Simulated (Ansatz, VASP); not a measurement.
**CaSc in VASP and in Ansatz**

```xyz
2
Lattice="0.0000 2.7309 2.7309 2.7309 0.0000 2.7309 2.7309 2.7309 0.0000" Properties=species:S:1:pos:R:3 pbc="T T T"
Ca    2.7309    2.7309    2.7309
Sc    0.0000    0.0000    0.0000
```

Alike in both runs: task relaxation of cell and atoms; functional PBE; k mesh 6 × 6 × 6; occupations gaussian, width 0.1 eV; no spin polarisation.

|  | VASP | Ansatz |
| --- | --- | --- |
| version | VASP 6.6.1 | Ansatz 0.2.0 |
| potentials or method | VASP PAW PBE potentials, release 64 (Ca_sv, Sc_sv) | scalar-relativistic, plane waves, PAW |
| plane-wave cutoff (eV) | 600 | 420 |
| valence electrons in the cell | 21 | 21 |

Ansatz gave:

```
gap on the k mesh at the Fermi level, each at its own relaxed structure (eV) : none
relaxed volume (Å³/atom)                                                     : 33.44
relaxed cell length with the largest relative difference (Å)                 : 4.556
energy change over the relaxation (meV/atom)                                 : -614
```

Question: Which values does VASP return?

Answer: gap on the k mesh at the Fermi level, each at its own relaxed structure (eV): none; relaxed volume (Å³/atom): 33.71; relaxed cell length with the largest relative difference (Å): 4.568; energy change over the relaxation (meV/atom): -621.

A gap of «none» marks a metal or a gap that the smearing closes.

Caveats: the volume moved by over 15 % at a fixed basis, so the end points are rough; the bands computed are all filled at some k points, so no gap is given.
